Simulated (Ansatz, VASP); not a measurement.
# BaAs2Ru2: VASP beside Ansatz

Wanted: the spread between two codes on one cell, functional and k mesh. The cell is taken from a series of runs on this material, whose earlier steps may have relaxed, scaled, displaced or heated it; both programs get it as it stands.

Method: plane waves, with VASP 6.6.1 beside it; relaxation of cell and atoms at PBEsol, in Ansatz 0.2.0.

### Step 1. Starting point

It takes space group I4/mmm (No. 139, tetragonal). The conventional cell has a = 4.142 Å, b = 4.142 Å, c = 12.057 Å, α = 90.00°, β = 90.00°, γ = 90.00°. Nearest to Ba lie 8 As at 3.43 Å and 8 Ru at 3.66 Å. As has 4 Ru at 2.41 Å and 4 Ba at 3.43 Å nearest. Nearest to Ru lie 4 As at 2.41 Å and 4 Ru at 2.93 Å and 4 Ba at 3.66 Å. Farther neighbours are not listed.

Structure file:

```xyz
5
Lattice="-2.0712 2.0712 6.0285 2.0712 -2.0712 6.0285 2.0712 2.0712 -6.0285" Properties=species:S:1:pos:R:3 pbc="T T T"
Ba    0.0000    0.0000    0.0000
As    0.0000    0.0000    7.8131
As    0.0000    0.0000    4.2439
Ru    0.0000    2.0712    3.0142
Ru    2.0712    0.0000    3.0142
```

### Step 2. VASP: relaxation of cell and atoms, PBEsol

The relaxed volume is the usual yardstick between codes: in a stiff, nearly cubic crystal its relative difference is about their pressure difference at one cell divided by the bulk modulus.

Lines of VASP's logs that name or quote its potential files are left out, and so is its time.

Input file INCAR:

```
SYSTEM = BaAs2Ru2
PREC = Accurate
ENCUT = 500
EDIFF = 1E-07
NELM = 120
ISMEAR = 1
SIGMA = 0.2
LREAL = .FALSE.
ALGO = Normal
GGA = PS
NBANDS = 30
LASPH = .TRUE.
LORBIT = 11
LWAVE = .FALSE.
LCHARG = .FALSE.
ISIF = 3
IBRION = 2
NSW = 80
EDIFFG = -0.005
GGA_COMPAT = .FALSE.
NELMIN = 4
KPAR = 2
```

Input file POSCAR:

```
BaAs2Ru2
1.0
   -2.0711620000      2.0711620000      6.0284690000
    2.0711620000     -2.0711620000      6.0284690000
    2.0711620000      2.0711620000     -6.0284690000
Ba As Ru
1 2 2
Direct
    0.0000000000      0.0000000000      0.0000000000
    0.6480139485      0.6480139485      0.0000000000
    0.3519860515      0.3519860515      0.0000000000
    0.7500000415      0.2500000415      0.5000000000
    0.2500000415      0.7500000415      0.5000000000
```

Input file KPOINTS:

```
Automatic mesh
0
Gamma
10 10 10
0 0 0
```

PAW data sets: Ba_sv, As and Ru_pv (PBE family, release 64).

The run is started by

```sh
$ mpirun -np 2 vasp_std
```

Numbers of over 12 decimals in the logs are rounded to 6 here.

The log of the run:

```text
[banner, memory and clock lines left out]
running    2 mpi-ranks, on    1 nodes
 distrk:  each k-point on    1 cores,    2 groups
 distr:  one band on    1 cores,    1 groups

 POSCAR found type information on POSCAR BaAsRu
 POSCAR found :  3 types and       5 ions
|                                                                             |
|               ----> ADVICE to this user running VASP <----                  |
|                                                                             |
|     You enforced a specific xc type in the INCAR file but a different       |
|     [... a line on the potential file left out ...]
|     I HOPE YOU KNOW WHAT YOU ARE DOING!                                     |
|                                                                             |

 LDA part: xc-table for (Slater+PW92), standard interpolation
 POSCAR, INCAR and KPOINTS ok, starting setup
 FFT: planning ... GRIDC
 FFT: planning ... GRID_SOFT
 FFT: planning ... GRID
 WAVECAR not read
 entering main loop
       N       E                     dE             d eps       ncg     rms          rms(c)
DAV:   1     0.413373009947E+03    0.41337E+03   -0.25533E+04  6448   0.149E+03
DAV:   2    -0.161828314408E+02   -0.42956E+03   -0.41246E+03  7094   0.392E+02
DAV:   3    -0.368046707430E+02   -0.20622E+02   -0.19979E+02  8040   0.785E+01
DAV:   4    -0.372650018839E+02   -0.46033E+00   -0.45821E+00  7892   0.100E+01
DAV:   5    -0.372786881507E+02   -0.13686E-01   -0.13680E-01  8208   0.154E+00    0.192E+01
DAV:   6    -0.365344031005E+02    0.74429E+00   -0.79056E+00  7010   0.186E+01    0.557E+00
DAV:   7    -0.361732457392E+02    0.36116E+00   -0.22658E+00  6918   0.106E+01    0.555E+00
DAV:   8    -0.360794757760E+02    0.93770E-01   -0.32205E-01  7178   0.385E+00    0.948E-01
DAV:   9    -0.360769519697E+02    0.25238E-02   -0.34376E-02  7762   0.993E-01    0.219E-01
DAV:  10    -0.360765605455E+02    0.39142E-03   -0.36382E-03  7200   0.416E-01    0.545E-02
DAV:  11    -0.360765796866E+02   -0.19141E-04   -0.18884E-04  7446   0.799E-02    0.291E-02
DAV:  12    -0.360765865196E+02   -0.68330E-05   -0.33470E-05  7270   0.317E-02    0.162E-02
DAV:  13    -0.360765844501E+02    0.20695E-05   -0.80221E-06  7262   0.197E-02    0.261E-03
DAV:  14    -0.360765842977E+02    0.15240E-06   -0.15083E-06  7688   0.551E-03    0.182E-03
DAV:  15    -0.360765841936E+02    0.10411E-06   -0.12078E-07  4728   0.196E-03    0.711E-04
DAV:  16    -0.360765842526E+02   -0.59013E-07   -0.77798E-08  4206   0.115E-03
   1 F= -.36076584E+02 E0= -.36077868E+02  d E =-.360766E+02
[...]
2 F= -.36075195E+02 E0= -.36076417E+02  d E =0.138937E-02
[...]
3 F= -.36077956E+02 E0= -.36079214E+02  d E =-.137141E-02
[...]
4 F= -.36078366E+02 E0= -.36079598E+02  d E =-.410711E-03
[...]
5 F= -.36078566E+02 E0= -.36079766E+02  d E =-.610128E-03
[...]
6 F= -.36078571E+02 E0= -.36079765E+02  d E =-.615304E-03
 curvature:  -1.12 expect dE=-0.428E-04 dE for cont linesearch -0.118E-07
 trial: gam= 0.07456 g(F)=  0.365E-05 g(S)=  0.344E-04 ort =-0.258E-05 (trialstep = 0.112E+01)
 search vector abs. value=  0.412E-04
 bond charge predicted
       N       E                     dE             d eps       ncg     rms          rms(c)
DAV:   1    -0.360789167277E+02   -0.34574E-03   -0.90389E-03  6354   0.599E-01    0.106E-01
DAV:   2    -0.360786915449E+02    0.22518E-03   -0.11549E-03  6864   0.245E-01    0.681E-02
DAV:   3    -0.360786174026E+02    0.74142E-04   -0.20094E-04  6854   0.103E-01    0.226E-02
DAV:   4    -0.360786039980E+02    0.13405E-04   -0.61037E-05  7666   0.405E-02    0.793E-03
DAV:   5    -0.360786038443E+02    0.15373E-06   -0.28948E-06  7670   0.918E-03    0.568E-03
DAV:   6    -0.360786036544E+02    0.18991E-06   -0.30567E-07  6530   0.311E-03    0.252E-03
DAV:   7    -0.360786034992E+02    0.15520E-06   -0.75474E-08  3918   0.167E-03    0.373E-04
DAV:   8    -0.360786035000E+02   -0.89221E-09   -0.15203E-08  3480   0.692E-04
   7 F= -.36078604E+02 E0= -.36079804E+02  d E =-.325370E-04
 trial-energy change:   -0.000033  1 .order   -0.000032   -0.000042   -0.000022
 step:   2.3622(harm=  2.3622)  dis= 0.00006  next Energy=   -36.078616 (dE=-0.448E-04)
 reached required accuracy - stopping structural energy minimisation
```

OUTCAR, selected parts (step 2):

```text
ion  position               nearest neighbor table
   1  0.000  0.000  0.000-   2 3.43   2 3.43   2 3.43   3 3.43   2 3.43   3 3.43   3 3.43   3 3.43
                             4 3.66   5 3.66   5 3.66   4 3.66   5 3.66   4 3.66   5 3.66   4 3.66
   2  0.648  0.648  0.000-   5 2.41   4 2.41   4 2.41   5 2.41   1 3.43   1 3.43   1 3.43   1 3.43

  LATTYP: Found a body centered tetragonal cell.
 ALAT       =     4.1423240000
 C/A-ratio  =     2.9106699524

 Subroutine GETGRP returns: Found 16 space group operations
 (whereof 16 operations were pure point group operations)

The static configuration has the point symmetry D_4h.

 Found    102 irreducible k-points:

   k-points           NKPTS =    102   k-points in BZ     NKDIM =    102   number of bands    NBANDS=     30

   dimension x,y,z NGX =    50 NGY =   50 NGZ =   50
   dimension x,y,z NGXF=   100 NGYF=  100 NGZF=  100

   ENCUT  =  500.0 eV  36.75 Ry    6.06 a.u.  12.22 12.22 12.22*2*pi/ulx,y,z

   NELECT =      48.0000    total number of electrons

 k-points in reciprocal lattice and weights: Automatic mesh
   0.00000000  0.00000000  0.00000000       0.001
   0.10000000  0.00000000 -0.00000000       0.008
   0.20000000  0.00000000 -0.00000000       0.008
   0.30000000  0.00000000 -0.00000000       0.008
   0.40000000  0.00000000 -0.00000000       0.008
   0.50000000  0.00000000  0.00000000       0.004
   0.10000000  0.10000000 -0.00000000       0.008
   0.20000000  0.10000000 -0.00000000       0.016
   0.30000000  0.10000000 -0.00000000       0.016
[...]
-0.40000000 -0.40000000  0.40000000       0.002
   0.50000000  0.50000000  0.50000000       0.001

 average (electrostatic) potential at core
       1 -33.2366       2 -47.8140       3 -47.8140       4 -72.4691       5 -72.4691

 E-fermi :   6.6412

 k-point     1 :       0.0000    0.0000    0.0000
  band No.  band energies     occupation
    ...
     20       5.4932      2.00000
     21       5.6167      2.00000
     22       6.4354      2.05573
     23       6.5004      1.92258
     24       6.5004      1.92258
     25       6.9748     -0.03992
     26       7.8452     -0.00000
     27       9.0475     -0.00000
     28       9.8216     -0.00000
     29       9.8216     -0.00000
    ...

 k-point     2 :       0.1000    0.0000   -0.0000
  band No.  band energies     occupation
    ...
     20       5.4293      2.00000
     21       5.6544      2.00000
     22       6.3085      2.04034
     23       6.3936      2.07086
     24       6.3948      2.07090
     25       7.0503     -0.01376
     26       7.8742     -0.00000
     27       9.0328     -0.00000
     28       9.4732     -0.00000
     29       9.9035     -0.00000
    ...

 k-point     3 :       0.2000    0.0000   -0.0000
  band No.  band energies     occupation
    ...
     20       5.2838      2.00000
     21       5.7201      2.00000
     22       5.9589      2.00002
     23       6.0873      2.00064
     24       6.1371      2.00211
     25       7.1081     -0.00469
     26       7.9871     -0.00000
     27       8.9461     -0.00000
     28       9.2083     -0.00000
     29      10.1038     -0.00000
    ...

  Total       -0.0173271     -0.0173271      0.0237492      0.0000000     -0.0000000      0.0000000
  in kB       -0.2660797     -0.2660797      0.3647000      0.0000000     -0.0000000      0.0000000
  external PRESSURE =      -0.0558198 kB  Pullay stress =       0.0000000 kB

  energy-cutoff  :      500.00
  volume of cell :      104.33
      direct lattice vectors                 reciprocal lattice vectors
    -2.075645497  2.075645497  6.054220490     0.000000000  0.240888919  0.082587015
     2.075645497 -2.075645497  6.054220490     0.240888919  0.000000000  0.082587015
     2.075645497  2.075645497 -6.054220490     0.240888919  0.240888919  0.000000000

 POSITION                                       TOTAL-FORCE (eV/Angst)
 -----------------------------------------------------------------------------------
      0.00000      0.00000      0.00000         0.000000      0.000000     -0.000000
      0.00000      0.00000      7.85397        -0.000000     -0.000000     -0.002500
      0.00000      0.00000      4.25447        -0.000000     -0.000000      0.002500
      0.00000      2.07565      3.02711        -0.000000      0.000000     -0.000000
      2.07565      0.00000      3.02711         0.000000     -0.000000     -0.000000
 -----------------------------------------------------------------------------------
    total drift:                                0.000000      0.000000     -0.001510

  FREE ENERGIE OF THE ION-ELECTRON SYSTEM (eV)
  ---------------------------------------------------
  free  energy   TOTEN  =       -36.0786035000 eV

  energy  without entropy=      -36.0822050142  energy(sigma->0) =      -36.07980400

 reached required accuracy - stopping structural energy minimisation

 total charge
# of ion       s       p       d       tot
------------------------------------------
    1        2.004   5.581   0.352   7.937
    2        1.210   1.557   0.103   2.870
    3        1.210   1.557   0.103   2.870
    4        0.318   6.241   6.205  12.764
    5        0.318   6.241   6.205  12.764
--------------------------------------------------
tot          5.059  21.177  12.969  39.204

[... 3 further parts left out ...]
```

The run keeps the 16 symmetry operations of its start, so it cannot find a distortion of lower symmetry.

(Part 1 of 2 ends here.)

[Lines on the potential files, build, host, timing and source positions are cut from VASP's logs without a mark.]

[Logs are printed without paths, hosts, clocks, repeated set-up lines and the standing remarks that a program may print on its own settings, such as how far it seeks lower states.]

[Hosts, paths, dates, database ids (printed as entryN), source tags and the programs' standing remarks are cut or masked in the printed files.]
